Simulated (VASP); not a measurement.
Os:

```
Os
1.0
     2.73410    0.00000    0.00000
    -1.36705    2.36780    0.00000
     0.00000    0.00000    4.31970
Os
2
Direct
  0.33333 0.66667 0.25000
  0.66667 0.33333 0.75000
```

Program: VASP 6.6.1. Alike in all runs: task electric field gradients; potentials or basis VASP PAW PBE potentials, release 64 (Os); no spin polarisation; cell as given; cutoff (eV) 520; smearing fermi-dirac 0.05 eV.

**Question.** Order these runs on this cell by their pressure, lowest first.
A. level PBE; k mesh 14 × 14 × 8
B. level PBEsol; k mesh 19 × 19 × 11
C. level r2SCAN; k mesh 14 × 14 × 8

**Answer.** B (-2.4 GPa), C (2.0 GPa), A (8.8 GPa).

Caveats: the PAW data sets were made with another functional, which shifts forces and pressure a little (some runs).
